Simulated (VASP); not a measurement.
C:

```xyz
4
Lattice="2.4610 0.0000 0.0000 -1.2305 2.1313 0.0000 0.0000 0.0000 6.7080" Properties=species:S:1:pos:R:3 pbc="T T T"
C     0.0000    0.0000    1.6770
C     0.0000    1.4209    1.6770
C     0.0000    0.0000    5.0310
C     1.2305    0.7104    5.0310
```

The cell was built by a generator and needn't be a form met in nature.

Base run:

| Property | Result |
| --- | --- |
| Program | VASP 6.6.1 |
| Functional | r2SCAN |
| Potentials or basis | VASP PAW PBE potentials, release 64 (C) |
| Cutoff | 520 eV |
| k mesh | 16 × 16 × 4 |
| Occupations | fermi-dirac, width 0.05 eV |
| Spin | no spin polarisation |

Its results: band gap on the k mesh 0.60 eV, direct; pressure -0.7 GPa.

**Question.** After a change of settings the same cell gave: band gap on the k mesh 0.59 eV, direct; pressure -1.3 GPa. Which change was it?
A. functional from r2SCAN to vdW-DF
B. dispersion from none to rVV10
C. functional from r2SCAN to optB88-vdW
D. functional from r2SCAN to PBEsol

**Answer.** B.

Dispersion adds attraction, which lowers the pressure at fixed volume.

Caveats: the PAW data sets were made with another functional, which shifts forces and pressure a little.

Runs at the PBE level aren't shown here.
